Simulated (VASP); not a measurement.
Consider the following.

```
CELL_PARAMETERS angstrom
      3.92411     0.00000     0.00000
     -1.96205     3.39838     0.00000
      0.00000     0.00000     6.97490
ATOMIC_POSITIONS crystal
  Ga 0.00000 0.00000 0.00000
  Ga 0.00000 0.00000 0.50000
  Sb 0.33333 0.66667 0.25000
  Sb 0.66667 0.33333 0.75000
```

Method: PBEsol GGA, VASP's PBE PAW potentials (set 64) (plane waves; VASP 6.6.1). Run with 400 eV cut-off, Gaussian smearing of 0.050 eV, potentials Ga_d Sb.

Unless said otherwise, spin-orbit coupling is left out, though it shifts the bands of the heavy elements here.

Task: Predict the band gap (along the path) with the smallest direct gap where there is one.

Result: 
| Item | Value |
|---|---|
| band gap (along the path) | none (metal, semimetal or under 0.01 eV) |

Only differences to runs with the same potentials and settings are physical.

The structure was generated: GaSb was put into the NiAs type type (P6_3/mmc), which need not be its known phase. It was relaxed first, which changed the volume by +7 %.
